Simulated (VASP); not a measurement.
Here is a VASP 6.6.1 calculation.

The input INCAR:

```
  PREC = Accurate
  ENCUT = 520
  EDIFF = 1E-7
  ISMEAR = -1
  SIGMA = 0.05
  LREAL = Auto
  LASPH = True
  NELM = 100
  ALGO = Normal
  ISIF = 2
  LWAVE = False
  LCHARG = False
  GGA = PE
  IVDW = 12
  NBANDS = 37
```

File KPOINTS:

```
regular mesh
0
Gamma
  1 1 1
```

The input POSCAR:

```
MgH8Cl2O4
1.0
    5.8925310000      0.0000000000      0.0000000000
    0.0000000000      5.8925310000      0.0000000000
    0.0000000000      0.0000000000      5.8925310000
O H Mg Cl
4 8 1 2
Direct
    1.0119250964      0.5019744487      0.5843668875
    0.6639591714      0.9604701274     -0.1241741452
    0.4097899527     -0.0029019788      0.4899592382
    0.2267786118      0.3302825221      0.0576492512
    0.9777971469      0.5584357554      0.7466740523
    0.8545224454      0.4644354014      0.5387328467
    0.5313166787      0.9690912106     -0.0320066199
    0.7760332529      0.9843817538     -0.0007636786
    0.4236379919      0.1479330359      0.4649445204
    0.5568065743     -0.0460922480      0.5786986950
    0.1647509364      0.2264901110      0.1481366835
    0.3762899168      0.3682288646      0.1254639136
    0.2163246999      0.7111375400      0.4039859952
   -0.0691383719      0.9882171176      0.4188353018
    0.5906629935      0.5295687032      0.3219159984
```

Potentials or basis: VASP PAW PBE potentials, release 64 (O, H, Mg, Cl).

Launch:

```console
$ cat potpaw_PBE.64/O/POTCAR potpaw_PBE.64/H/POTCAR potpaw_PBE.64/Mg/POTCAR potpaw_PBE.64/Cl/POTCAR > POTCAR
$ mpirun -np 1 vasp_gam > vasp.out
```

(1) Estimate the band gap on the k mesh.

(2) Predict the dispersion energy per atom.

Results:

(1) 3.17 eV, direct.

(2) -0.060 eV.
